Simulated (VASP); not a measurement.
Given:

```
CELL_PARAMETERS angstrom
      4.22412    -7.29331     0.00000
      2.10207     3.64089     0.00000
      0.00000     0.00000     6.86381
ATOMIC_POSITIONS crystal
  Cd 0.34336 0.34336 0.49111
  Cd 0.15664 0.65664 0.99111
  Cd 0.82407 0.32407 0.50988
  Cd 0.67593 0.67593 0.00988
  Se 0.33914 0.33914 0.87388
  Se 0.16086 0.66086 0.37388
  S  0.82792 0.32792 0.87913
  S  0.67208 0.67208 0.37913
```

These are PBEsol GGA, VASP's PBE PAW potentials (set 64) (plane waves; VASP 6.6.1) values and carry that method's errors. Settings: 400 eV cut-off, 4×7×4 Γ-centred mesh, tetrahedra with Blöchl corrections, potentials Cd Se S.

The cores are frozen, which limits the accuracy of field gradients.

Question: Give the principal components of the electric field gradient (V/Å²) and the asymmetry η at each nucleus.

Answer: 
```tsv
atom	Vxx	Vyy	Vzz	η
Cd1	12.1	5.2	-17.3	0.40
Cd2	12.1	5.2	-17.3	0.40
Cd3	-8.4	-5.1	13.4	0.25
Cd4	-8.4	-5.1	13.4	0.25
Se5	-14.0	-2.9	16.9	0.66
Se6	-14.0	-2.9	16.9	0.66
S7	3.7	3.2	-6.9	0.07
S8	3.7	3.2	-6.9	0.07
```

The structure was generated: Cd4S2Se2 was put into an ordered model structure (Pmn2_1), which need not be its known phase. It was relaxed first.
